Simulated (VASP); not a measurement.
Calculation: RPBE GGA, VASP's PBE PAW potentials (set 64) (plane waves; VASP 6.6.1).

VASP ran on this input.

File POSCAR:
```
SrTiO3
1
    3.9777872581     0.0000000000     0.0000000000
    0.0000000000     3.9777872581     0.0000000000
    0.0000000000     0.0000000000     3.9777872581
Sr Ti O
1 1 3
Direct
  0.0000000000   0.0000000000   0.0000000000
  0.5000000000   0.5000000000   0.5000000000
  0.5000000000   0.0000000000   0.5000000000
  0.0000000000   0.5000000000   0.5000000000
  0.5000000000   0.5000000000   0.0000000000
```

KPOINTS:
```
Automatic mesh
0
Gamma
6 6 6
0 0 0
```

INCAR:
```
SYSTEM = SrTiO3
PREC = Accurate
ENCUT = 520
EDIFF = 1E-7
NELM = 100
ALGO = Normal
LREAL = .FALSE.
LASPH = .TRUE.
ISMEAR = -5
GGA = RP
LMAXMIX = 4
LWAVE = .FALSE.
LCHARG = .TRUE.
LORBIT = 11
NEDOS = 601
ISIF = 2
LEFG = .TRUE.
```

POTCAR, in this order: Sr_sv Ti_sv O (PBE.64 set). Program: vasp_std.

What VASP printed:

**OUTCAR**
```
 ion  position               nearest neighbor table
   1  0.000  0.000  0.000-   3 2.81   4 2.81   5 2.81   3 2.81   4 2.81   4 2.81   5 2.81   4 2.81
                             3 2.81   5 2.81   3 2.81   5 2.81   2 3.44   2 3.44   2 3.44   2 3.44
   2  0.500  0.500  0.500-   3 1.99   4 1.99   5 1.99   5 1.99   3 1.99   4 1.99   1 3.44   1 3.44
                             1 3.44   1 3.44   1 3.44   1 3.44   1 3.44   1 3.44
   3  0.500  0.000  0.500-   2 1.99   2 1.99   1 2.81   1 2.81   1 2.81   1 2.81
   4  0.000  0.500  0.500-   2 1.99   2 1.99   1 2.81   1 2.81   1 2.81   1 2.81
   5  0.500  0.500  0.000-   2 1.99   2 1.99   1 2.81   1 2.81   1 2.81   1 2.81
  LATTYP: Found a simple cubic cell.
 ALAT       =     3.9777872581
 Subroutine PRICEL returns:
 Original cell was already a primitive cell.
 Subroutine GETGRP returns: Found 48 space group operations
The static configuration has the point symmetry O_h .
The dynamic configuration has the point symmetry O_h .
 Subroutine INISYM returns: Found 48 space group operations
 Subroutine IBZKPT returns following result:
 Found     20 irreducible k-points:

 Following reciprocal coordinates:
            Coordinates               Weight
  0.000000  0.000000  0.000000      1.000000
  0.166667  0.000000  0.000000      6.000000
  0.333333  0.000000  0.000000      6.000000
  0.500000  0.000000  0.000000      3.000000
...
```

File OSZICAR:
```
       N       E                     dE             d eps       ncg     rms          rms(c)
DAV:   1     0.447564950891E+03    0.44756E+03   -0.21997E+04   960   0.183E+03
DAV:   2    -0.240043472460E+00   -0.44780E+03   -0.44177E+03  1160   0.492E+02
DAV:   3    -0.464316485241E+02   -0.46192E+02   -0.46146E+02  1384   0.151E+02
DAV:   4    -0.485310998112E+02   -0.20995E+01   -0.20985E+01  1408   0.292E+01
DAV:   5    -0.486110965524E+02   -0.79997E-01   -0.79991E-01  1336   0.408E+00    0.252E+01
DAV:   6    -0.381561391975E+02    0.10455E+02   -0.69049E+01  1496   0.730E+01    0.146E+01
DAV:   7    -0.381936798748E+02   -0.37541E-01   -0.10306E+01  1232   0.247E+01    0.940E+00
DAV:   8    -0.381749083031E+02    0.18772E-01   -0.20646E+00  1248   0.147E+01    0.306E+00
DAV:   9    -0.381207041997E+02    0.54204E-01   -0.42224E-01  1216   0.587E+00    0.991E-01
DAV:  10    -0.381241668094E+02   -0.34626E-02   -0.10901E-01  1320   0.254E+00    0.838E-01
DAV:  11    -0.381162502075E+02    0.79166E-02   -0.67624E-02  1376   0.214E+00    0.196E-01
DAV:  12    -0.381159822338E+02    0.26797E-03   -0.31886E-03  1208   0.606E-01    0.731E-02
DAV:  13    -0.381160473728E+02   -0.65139E-04   -0.78285E-04  1368   0.256E-01    0.247E-02
DAV:  14    -0.381160641348E+02   -0.16762E-04   -0.10229E-04  1328   0.906E-02    0.149E-02
DAV:  15    -0.381160638166E+02    0.31820E-06   -0.61410E-06  1312   0.263E-02    0.100E-02
DAV:  16    -0.381160648866E+02   -0.10699E-05   -0.13237E-05  1192   0.278E-02    0.974E-03
DAV:  17    -0.381160644323E+02    0.45431E-06   -0.47526E-06  1160   0.285E-02    0.153E-03
DAV:  18    -0.381160644202E+02    0.12076E-07   -0.16069E-07   832   0.297E-03
   1 F= -.38116064E+02 E0= -.38116064E+02  d E =0.000000E+00
```

OUTCAR:
```
------------------------ aborting loop because EDIFF is reached ----------------------------------------
  FORCE on cell =-STRESS in cart. coord.  units (eV):
  Direction    XX          YY          ZZ          XY          YZ          ZX
  --------------------------------------------------------------------------------------
  Total       -0.0527829     -0.0527829     -0.0527829      0.0000000      0.0000000      0.0000000
  in kB       -1.3436276     -1.3436276     -1.3436276      0.0000000      0.0000000      0.0000000
  external PRESSURE =      -1.3436276 kB  Pullay stress =       0.0000000 kB
  volume of cell :       62.94
      direct lattice vectors                 reciprocal lattice vectors
     3.977787258  0.000000000  0.000000000     0.251396049  0.000000000  0.000000000
     0.000000000  3.977787258  0.000000000     0.000000000  0.251396049  0.000000000
     0.000000000  0.000000000  3.977787258     0.000000000  0.000000000  0.251396049
 POSITION                                       TOTAL-FORCE (eV/Angst)
 -----------------------------------------------------------------------------------
      0.00000      0.00000      0.00000         0.000000      0.000000      0.000000
      1.98889      1.98889      1.98889         0.000000      0.000000      0.000000
      1.98889      0.00000      1.98889         0.000000      0.000000      0.000000
      0.00000      1.98889      1.98889         0.000000      0.000000      0.000000
      1.98889      1.98889      0.00000         0.000000      0.000000      0.000000
 -----------------------------------------------------------------------------------
    total drift:                                0.000000      0.000000     -0.000000
  FREE ENERGIE OF THE ION-ELECTRON SYSTEM (eV)
  ---------------------------------------------------
  free  energy   TOTEN  =       -38.1160644202 eV

  energy  without entropy=      -38.1160644202  energy(sigma->0) =      -38.11606442

 total charge

# of ion       s       p       d       tot
------------------------------------------
    1        1.997   5.820   0.178   7.995
    2        2.213   6.279   1.692  10.183
    3        1.567   3.476   0.000   5.044
    4        1.567   3.476   0.000   5.044
    5        1.567   3.476   0.000   5.044
--------------------------------------------------
tot          8.912  22.528   1.869  33.309

 Electric field gradients after diagonalization (V/A^2)
 (convention: |V_zz| > |V_xx| > |V_yy|)
----------------------------------------------------------------------
 ion       V_xx      V_yy      V_zz     asymmetry (V_yy - V_xx)/ V_zz
----------------------------------------------------------------------
   1      -0.000    -0.000    -0.000      -0.244
   2       0.000     0.000     0.000      -0.203
   3      -9.546    -9.546    19.093       0.000
   4      -9.546    -9.546    19.093       0.000
   5      -9.546    -9.546    19.093       0.000
```
(Selected blocks of OUTCAR.)

The compound is SrTiO3 in the cubic perovskite structure, the ideal cubic form; the compound distorts at low or room temperature. It was relaxed first, which changed the volume by +6 %.
